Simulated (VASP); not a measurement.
# GeSb4Te7: cell size and functional, part 2 of 3

Which functional gives which lattice for GeSb4Te7? The starting structure is a computed structure from the Materials Project. The first relaxation on each setting starts from this cell expanded by 3 % in volume.

VASP 6.6.1.

Results so far: PBEsol 30.46 Å³ an atom; LDA 29.79 Å³ an atom.

**4. Relaxation with PBE**

Level of this step: PBE; plane waves and PAW (Te, Sb, Ge_d) (VASP).

PBE, the usual starting point, adds the gradient of the density. This run starts from the cell of an earlier relaxation, which isn't shown; the restart sets up the plane waves anew.

INCAR

```
SYSTEM = GeSb4Te7
PREC = Accurate
ENCUT = 450
EDIFF = 1E-06
NELM = 100
ISMEAR = 0
SIGMA = 0.03
LREAL = .FALSE.
ALGO = Normal
GGA = PE
NBANDS = 50
LORBIT = 11
LWAVE = .FALSE.
LCHARG = .FALSE.
KPAR = 4
NCORE = 4
IBRION = 2
NSW = 50
ISIF = 3
EDIFFG = -0.006
```

POSCAR

```
GeSb4Te7
1.0
    4.3167321196      0.0000000000      0.0000000000
   -2.1583660598      3.7383996769      0.0000000000
    0.0000000000      0.0000000000     24.4689472084
Te Sb Ge
7 4 1
Direct
    0.0000000000      0.0000000000      0.2785971938
    0.0000000000      0.0000000000      0.0000000000
    0.3333333333      0.6666666667      0.5692240580
    0.6666666667      0.3333333333      0.4307759420
    0.0000000000      0.0000000000      0.7214028062
    0.6666666667      0.3333333333      0.1513695292
    0.3333333333      0.6666666667      0.8486304708
    0.6666666667      0.3333333333      0.6516576809
    0.3333333333      0.6666666667      0.0812377450
    0.3333333333      0.6666666667      0.3483423191
    0.6666666667      0.3333333333      0.9187622550
    0.0000000000      0.0000000000      0.5000000000
```

KPOINTS

```
Automatic mesh
0
Gamma
6 6 1
0 0 0
```

The projector-augmented-wave data sets are Te, Sb and Ge_d (PBE family, release 64).

The run is started by

```console
$ mpirun -np 16 vasp_std
```

Output:

```text
[banner, memory and clock lines left out]
running   16 mpi-ranks, on    1 nodes
[...]
LDA part: xc-table for (Slater+PW92), standard interpolation
 POSCAR, INCAR and KPOINTS ok, starting setup
[...]
entering main loop
       N       E                     dE             d eps       ncg     rms          rms(c)
DAV:   1     0.505689961541E+03    0.50569E+03   -0.25197E+04   744   0.137E+03
DAV:   2     0.323860070565E+02   -0.47330E+03   -0.45142E+03   788   0.302E+02
DAV:   3    -0.399140782758E+02   -0.72300E+02   -0.68515E+02   826   0.111E+02
DAV:   4    -0.447118759418E+02   -0.47978E+01   -0.46565E+01   856   0.320E+01
[...]
DAV:  14    -0.445759730184E+02   -0.12790E-05   -0.42495E-05  1032   0.290E-02    0.186E-02
DAV:  15    -0.445759735981E+02   -0.57969E-06   -0.24131E-05   840   0.201E-02    0.902E-03
DAV:  16    -0.445759735886E+02    0.95106E-08   -0.17942E-06   576   0.684E-03
   1 F= -.44575974E+02 E0= -.44575974E+02  d E =-.445760E+02
[...]
reached required accuracy - stopping structural energy minimisation
```

The job ended after 16 s (16 MPI ranks of Intel Xeon 6975P-C (Granite Rapids), shared host; peak memory 4.2 GiB; 2.8 min of CPU time).

OUTCAR, selected parts (step 4):

```text
  Total       -0.0005152     -0.0005152     -0.0086128      0.0000000      0.0000000      0.0000000
  in kB       -0.0020904     -0.0020904     -0.0349463      0.0000000      0.0000000      0.0000000
  external PRESSURE =      -0.0130423 kB  Pullay stress =       0.0000000 kB

 POSITION                                       TOTAL-FORCE (eV/Angst)
 -----------------------------------------------------------------------------------
      0.00000      0.00000      6.81698         0.000000     -0.000000      0.004794
      0.00000      0.00000      0.00000         0.000000      0.000000      0.000000
     -0.00000      2.49227     13.92831         0.000000      0.000000      0.003456
      2.15837      1.24613     10.54063        -0.000000     -0.000000     -0.003456
      0.00000      0.00000     17.65197         0.000000      0.000000     -0.004794
      2.15837      1.24613      3.70385         0.000000     -0.000000      0.004038
     -0.00000      2.49227     20.76509         0.000000      0.000000     -0.004038
      2.15837      1.24613     15.94538        -0.000000      0.000000      0.003297
     -0.00000      2.49227      1.98780        -0.000000     -0.000000      0.005138
     -0.00000      2.49227      8.52357         0.000000     -0.000000     -0.003297
      2.15837      1.24613     22.48115        -0.000000      0.000000     -0.005138
      0.00000      0.00000     12.23447         0.000000      0.000000      0.000000
 -----------------------------------------------------------------------------------
    total drift:                                0.000000      0.000000      0.000000

  FREE ENERGIE OF THE ION-ELECTRON SYSTEM (eV)
  ---------------------------------------------------
  free  energy   TOTEN  =       -44.5759735886 eV

  energy  without entropy=      -44.5759735886  energy(sigma->0) =      -44.57597359

[... 2 parts as in an earlier step ...]

[... 2 further parts left out ...]
[key lines of the parts left out:]
E-fermi :   5.8522
```

With PBE the relaxed cell holds 32.906 Å³ an atom, +0.59 % against the starting cell, with a = 4.317 Å and c = 24.469 Å. That is +8.04 % from PBEsol.

**5. Relaxation with PBEsol + D3(BJ)**

D3 with Becke-Johnson damping keeps a finite attraction at short range. This run starts from the cell of an earlier relaxation, which isn't shown; the restart sets up the plane waves anew.

Changes to INCAR since step 4:

```diff
@@ -9,3 +9,4 @@
 ALGO = Normal
-GGA = PE
+GGA = PS
+IVDW = 12
 NBANDS = 50
```

POSCAR

```
GeSb4Te7
1.0
    4.2005427655      0.0000000000      0.0000000000
   -2.1002713827      3.6377767446      0.0000000000
    0.0000000000      0.0000000000     22.7708310204
Te Sb Ge
7 4 1
Direct
    0.0000000000      0.0000000000      0.2673335608
    0.0000000000      0.0000000000      0.0000000000
    0.3333333333      0.6666666667      0.5713859508
    0.6666666667      0.3333333333      0.4286140492
    0.0000000000      0.0000000000      0.7326664392
    0.6666666667      0.3333333333      0.1608845155
    0.3333333333      0.6666666667      0.8391154845
    0.6666666667      0.3333333333      0.6570372791
    0.3333333333      0.6666666667      0.0850614766
    0.3333333333      0.6666666667      0.3429627209
    0.6666666667      0.3333333333      0.9149385234
    0.0000000000      0.0000000000      0.5000000000
```

KPOINTS is that of step 4.

The run is started by

```console
$ mpirun -np 16 vasp_std
```

Output:

```text
[banner, memory and clock lines left out]
running   16 mpi-ranks, on    1 nodes
[...]
[... a notice as in an earlier step ...]

 LDA part: xc-table for (Slater+PW92), standard interpolation
 POSCAR, INCAR and KPOINTS ok, starting setup
[...]
entering main loop
       N       E                     dE             d eps       ncg     rms          rms(c)
DAV:   1     0.527105076630E+03    0.52711E+03   -0.25366E+04   776   0.142E+03
DAV:   2     0.323405218855E+02   -0.49476E+03   -0.47181E+03   764   0.313E+02
DAV:   3    -0.441888669222E+02   -0.76529E+02   -0.72723E+02   850   0.114E+02
DAV:   4    -0.492534974047E+02   -0.50646E+01   -0.49181E+01   844   0.321E+01
[...]
DAV:  16    -0.492013650032E+02    0.54711E-04   -0.78430E-05   856   0.338E-02    0.125E-01
DAV:  17    -0.492013570764E+02    0.79268E-05   -0.30711E-05   894   0.180E-02    0.101E-01
DAV:  18    -0.492013568837E+02    0.19277E-06   -0.65468E-06   768   0.728E-03
   1 F= -.54591307E+02 E0= -.54591307E+02  d E =-.545913E+02
[...]
DAV:   5    -0.491963256848E+02    0.41505E-05   -0.31243E-05   928   0.319E-02    0.133E-02
DAV:   6    -0.491963245012E+02    0.11836E-05   -0.39484E-06   626   0.125E-02    0.101E-02
DAV:   7    -0.491963244959E+02    0.53096E-08   -0.22157E-06   608   0.637E-03
   2 F= -.54591271E+02 E0= -.54591271E+02  d E =0.355804E-04
 trial-energy change:    0.000036  1 .order    0.000010   -0.000072    0.000091
 step:   0.2582(harm=  0.4415)  dis= 0.00003  next Energy=   -54.591316 (dE=-0.886E-05)
[...]
N       E                     dE             d eps       ncg     rms          rms(c)
DAV:   1    -0.492001910927E+02   -0.38666E-02   -0.24225E-03   918   0.290E-01    0.831E-02
DAV:   2    -0.492001016976E+02    0.89395E-04   -0.15652E-04   956   0.839E-02    0.388E-02
DAV:   3    -0.492000774273E+02    0.24270E-04   -0.23630E-05   928   0.255E-02    0.193E-02
DAV:   4    -0.492000659089E+02    0.11518E-04   -0.18462E-05   896   0.257E-02    0.997E-03
DAV:   5    -0.492000636732E+02    0.22356E-05   -0.12316E-05   880   0.186E-02    0.837E-03
DAV:   6    -0.492000630726E+02    0.60061E-06   -0.20591E-06   574   0.730E-03
   3 F= -.54591303E+02 E0= -.54591303E+02  d E =0.408568E-05
[...]
reached required accuracy - stopping structural energy minimisation
```

It took 18 s on 16 MPI ranks; peak memory 4.5 GiB; 3.7 min of CPU time.

Parts of OUTCAR (step 5):

```text
 Edisp (eV)   -5.39495

 Edisp (eV)   -5.39124

  Total      -0.00605    -0.00605    -0.02171    -0.00000    -0.00000     0.00000
  in kB      -0.02788    -0.02788    -0.09998    -0.00000    -0.00000     0.00000
  external pressure =       -0.05 kB  Pullay stress =        0.00 kB

 POSITION                                       TOTAL-FORCE (eV/Angst)
 -----------------------------------------------------------------------------------
      0.00000      0.00000      6.08688         0.000000      0.000000      0.000437
     -0.00000      0.00000      0.00000         0.000000      0.000000      0.000000
     -0.00000      2.42501     13.00974        -0.000000     -0.000000     -0.000584
      2.10012      1.21250      9.75903         0.000000      0.000000      0.000584
      2.10012      3.63751     16.68188        -0.000000     -0.000000     -0.000437
      2.10012      1.21250      3.66313         0.000000      0.000000      0.001445
     -0.00000      2.42501     19.10563        -0.000000     -0.000000     -0.001445
      2.10012      1.21250     14.95993        -0.000000     -0.000000     -0.002208
     -0.00000      2.42501      1.93676        -0.000000     -0.000000     -0.000534
     -0.00000      2.42501      7.80884         0.000000      0.000000      0.002208
      2.10012      1.21250     20.83200         0.000000      0.000000      0.000534
      0.00000      0.00000     11.38438         0.000000      0.000000      0.000000
 -----------------------------------------------------------------------------------
    total drift:                                0.000000     -0.000000     -0.000000

  FREE ENERGIE OF THE ION-ELECTRON SYSTEM (eV)
  ---------------------------------------------------
  free  energy   TOTEN  =       -54.5913029925 eV

  energy  without entropy=      -54.5913029925  energy(sigma->0) =      -54.59130299

[... 2 parts as in an earlier step ...]

[... 2 further parts left out ...]
[key lines of the parts left out:]
E-fermi :   7.4892
```

With PBEsol + D3(BJ) the relaxed cell holds 28.989 Å³ an atom, -11.38 % against the starting cell, with a = 4.200 Å and c = 22.769 Å. That is -4.82 % from PBEsol.

**6. Relaxation with r2SCAN**

r2SCAN adds the kinetic-energy density, costs more than a GGA and is run with LASPH. This run starts from the cell of an earlier relaxation, which isn't shown; the restart sets up the plane waves anew.

Changes to INCAR since step 5:

```diff
@@ -9,4 +9,4 @@
 ALGO = Normal
-GGA = PS
-IVDW = 12
+METAGGA = R2SCAN
+LASPH = .TRUE.
 NBANDS = 50
```

POSCAR

```
GeSb4Te7
1.0
    4.2884642756      0.0000000000      0.0000000000
   -2.1442321377      3.7139190058      0.0000000000
    0.0000000000      0.0000000000     24.7319602216
Te Sb Ge
7 4 1
Direct
    0.0000000000      0.0000000000      0.2818681986
    0.0000000000      0.0000000000      0.0000000000
    0.3333333333      0.6666666667      0.5681672580
    0.6666666667      0.3333333333      0.4318327420
    0.0000000000      0.0000000000      0.7181318014
    0.6666666667      0.3333333333      0.1491669649
    0.3333333333      0.6666666667      0.8508330351
    0.6666666667      0.3333333333      0.6496951900
    0.3333333333      0.6666666667      0.0802953412
    0.3333333333      0.6666666667      0.3503048100
    0.6666666667      0.3333333333      0.9197046588
    0.0000000000      0.0000000000      0.5000000000
```

KPOINTS is that of step 5.

The run is started by

```console
$ mpirun -np 16 vasp_std
```

Output:

```text
[banner, memory and clock lines left out]
running   16 mpi-ranks, on    1 nodes
[...]
[... a notice as in an earlier step ...]

 LDA part: xc-table for (None), standard interpolation
 POSCAR, INCAR and KPOINTS ok, starting setup
[...]
entering main loop
       N       E                     dE             d eps       ncg     rms          rms(c)
DAV:   1     0.256018238390E+03    0.25602E+03   -0.26254E+04   742   0.139E+03
DAV:   2    -0.225820199313E+03   -0.48184E+03   -0.45989E+03   772   0.276E+02
DAV:   3    -0.302387462320E+03   -0.76567E+02   -0.72402E+02   844   0.117E+02
DAV:   4    -0.306942754797E+03   -0.45553E+01   -0.44693E+01   840   0.312E+01
[...]
DAV:  14    -0.295980248034E+03    0.24431E-05   -0.42919E-05   960   0.335E-02    0.437E-02
DAV:  15    -0.295980250959E+03   -0.29243E-05   -0.30609E-05   766   0.208E-02    0.108E-02
DAV:  16    -0.295980250757E+03    0.20208E-06   -0.11429E-06   448   0.585E-03
   1 F= -.29598025E+03 E0= -.29598025E+03  d E =-.295980E+03
[...]
reached required accuracy - stopping structural energy minimisation
```

Elapsed: 24 s, on 16 MPI ranks; peak memory 4.9 GiB; 6.1 min of CPU time.

From OUTCAR (step 6):

```text
  Total       -0.0511156     -0.0511156     -0.0244359     -0.0000000      0.0000000      0.0000000
  in kB       -0.2079081     -0.2079081     -0.0993906     -0.0000000      0.0000000      0.0000000
  external PRESSURE =      -0.1717356 kB  Pullay stress =       0.0000000 kB

 POSITION                                       TOTAL-FORCE (eV/Angst)
 -----------------------------------------------------------------------------------
      0.00000      0.00000      6.97115        -0.000000      0.000000      0.005285
      0.00000      0.00000      0.00000         0.000000      0.000000      0.000000
     -0.00000      2.47595     14.05189         0.000000      0.000000     -0.002909
      2.14423      1.23797     10.68007         0.000000      0.000000      0.002909
      0.00000      0.00000     17.76081         0.000000     -0.000000     -0.005285
      2.14423      1.23797      3.68919         0.000000      0.000000      0.004455
     -0.00000      2.47595     21.04277        -0.000000      0.000000     -0.004455
      2.14423      1.23797     16.06824         0.000000      0.000000     -0.003539
     -0.00000      2.47595      1.98586        -0.000000     -0.000000      0.001001
     -0.00000      2.47595      8.66372        -0.000000     -0.000000      0.003539
      2.14423      1.23797     22.74610        -0.000000      0.000000     -0.001001
      0.00000      0.00000     12.36598         0.000000      0.000000      0.000000
 -----------------------------------------------------------------------------------
    total drift:                               -0.000000     -0.000000      0.000000

  FREE ENERGIE OF THE ION-ELECTRON SYSTEM (eV)
  ---------------------------------------------------
  free  energy   TOTEN  =      -295.9802507566 eV

  energy  without entropy=     -295.9802507566  energy(sigma->0) =     -295.98025076

[... 2 parts as in an earlier step ...]

[... 2 further parts left out ...]
[key lines of the parts left out:]
E-fermi :   5.7632
```

With r2SCAN the relaxed cell holds 32.826 Å³ an atom, +0.34 % against the starting cell, with a = 4.288 Å and c = 24.732 Å. That is +7.77 % from PBEsol.

**7. Relaxation with r2SCAN + rVV10**

rVV10 adds a nonlocal correlation energy for dispersion. This run starts from the cell of an earlier relaxation, which isn't shown; the restart sets up the plane waves anew.

Changes to INCAR since step 6:

```diff
@@ -10,2 +10,6 @@
 METAGGA = R2SCAN
+LUSE_VDW = .TRUE.
+IVDW_NL = 2
+BPARAM = 11.95
+CPARAM = 0.0093
 LASPH = .TRUE.
```

POSCAR

```
GeSb4Te7
1.0
    4.2729112633      0.0000000000      0.0000000000
   -2.1364556316      3.7004497021      0.0000000000
    0.0000000000      0.0000000000     24.1475467542
Te Sb Ge
7 4 1
Direct
    0.0000000000      0.0000000000      0.2772694136
    0.0000000000      0.0000000000      0.0000000000
    0.3333333333      0.6666666667      0.5692525609
    0.6666666667      0.3333333333      0.4307474391
    0.0000000000      0.0000000000      0.7227305864
    0.6666666667      0.3333333333      0.1528505073
    0.3333333333      0.6666666667      0.8471494927
    0.6666666667      0.3333333333      0.6523033557
    0.3333333333      0.6666666667      0.0819921119
    0.3333333333      0.6666666667      0.3476966443
    0.6666666667      0.3333333333      0.9180078881
    0.0000000000      0.0000000000      0.5000000000
```

KPOINTS is that of step 6.

The run is started by

```console
$ mpirun -np 16 vasp_std
```

Output:

```text
[banner, memory and clock lines left out]
running   16 mpi-ranks, on    1 nodes
[...]
|                                                                             |
|               ----> ADVICE to this user running VASP <----                  |
|                                                                             |
|     You have switched on vdW-DFT.                                           |
|     This routine was written and supplied by Jiri Klimes. We recommend      |
|     that you carefully read and cite the following publications:            |
|       J. Klimes, D.R. Bowler, A. Michelides                                 |
|          J. Phys.: Cond Matt. 22 022201 (2010)                              |
|       J. Klimes, D.R. Bowler, A. Michelides                                 |
|          Phys. Rev. B. 83, 195131 (2011)                                    |
|     and references therein.                                                 |
|                                                                             |

[...]
Total rVV10 correction in eV:      2.1293135   116.5574378
Total rVV10 correction in eV:      2.1293135   116.5574378
Total rVV10 correction in eV:      2.1293135   116.5574378
DAV:   3    -0.293814855116E+03    0.76490E-06   -0.10836E-05   912   0.200E-02    0.832E-03
Total rVV10 correction in eV:      2.1292801   116.5574378
Total rVV10 correction in eV:      2.1292801   116.5574378
Total rVV10 correction in eV:      2.1292801   116.5574378
Total rVV10 correction in eV:      2.1292801   116.5574378
DAV:   4    -0.293814855240E+03   -0.12375E-06   -0.20352E-06   664   0.972E-03
Total rVV10 correction in eV:      2.1292471   116.5574378
Total rVV10 correction in eV:      2.1292471   116.5574378
Total rVV10 correction in eV:      2.1292471   116.5574378
Total rVV10 correction in eV:      2.1292471   116.5574378
Total rVV10 correction in eV:      2.1292612   116.5574378
Total rVV10 correction in eV:      2.1292612   116.5574378
Total rVV10 correction in eV:      2.1292612   116.5574378
Total rVV10 correction in eV:      2.1292612   116.5574378
   2 F= -.29381486E+03 E0= -.29381486E+03  d E =-.551500E-05
 trial-energy change:   -0.000006  1 .order   -0.000002   -0.000012    0.000008
 step:   0.6035(harm=  0.6035)  dis= 0.00019  next Energy=  -293.814853 (dE=-0.357E-05)
 reached required accuracy - stopping structural energy minimisation
```

Wall time 1.8 min (16 MPI ranks); peak memory 6.9 GiB; 29 min of CPU time.

OUTCAR, selected parts (step 7):

```text
  Total        0.0499356      0.0499356      0.0568852      0.0000000      0.0000000     -0.0000000
  in kB        0.2095829      0.2095829      0.2387508      0.0000000      0.0000000     -0.0000000
  external PRESSURE =       0.2193056 kB  Pullay stress =       0.0000000 kB

 POSITION                                       TOTAL-FORCE (eV/Angst)
 -----------------------------------------------------------------------------------
     -2.13630      3.70019      6.69505         0.000000      0.000000      0.000487
      0.00000     -0.00000      0.00000        -0.000000      0.000000      0.000000
     -0.00000      2.46679     13.74559         0.000000      0.000000      0.002950
      2.13630      1.23340     10.40059        -0.000000     -0.000000     -0.002950
      0.00000      0.00000     17.45113        -0.000000     -0.000000     -0.000487
      2.13630      1.23340      3.69052        -0.000000      0.000000     -0.000392
     -0.00000      2.46679     20.45566         0.000000     -0.000000      0.000392
      2.13630      1.23340     15.75064        -0.000000     -0.000000     -0.000802
     -0.00000      2.46679      1.98002         0.000000      0.000000      0.000998
     -0.00000      2.46679      8.39554         0.000000      0.000000      0.000802
      2.13630      1.23340     22.16616        -0.000000      0.000000     -0.000998
      0.00000     -0.00000     12.07309        -0.000000      0.000000      0.000000
 -----------------------------------------------------------------------------------
    total drift:                               -0.000000      0.000000      0.000000

  FREE ENERGIE OF THE ION-ELECTRON SYSTEM (eV)
  ---------------------------------------------------
  free  energy   TOTEN  =      -293.8148552398 eV

  energy  without entropy=     -293.8148552398  energy(sigma->0) =     -293.81485524

[... 2 parts as in an earlier step ...]

[... 2 further parts left out ...]
[key lines of the parts left out:]
E-fermi :   6.2717
```

With r2SCAN + rVV10 the relaxed cell holds 31.811 Å³ an atom, -2.76 % against the starting cell, with a = 4.273 Å and c = 24.146 Å. That is +4.44 % from PBEsol.

[end of part 2 of 3]

[Lines on the potential files, build, host, timing and source positions are cut from VASP's logs without a mark.]

[Logs are printed without paths, hosts, clocks, repeated set-up lines and the standing remarks that a program may print on its own settings, such as how far it seeks lower states.]

[Hosts, paths, dates, database ids (printed as entryN), source tags and the programs' standing remarks are cut or masked in the printed files.]
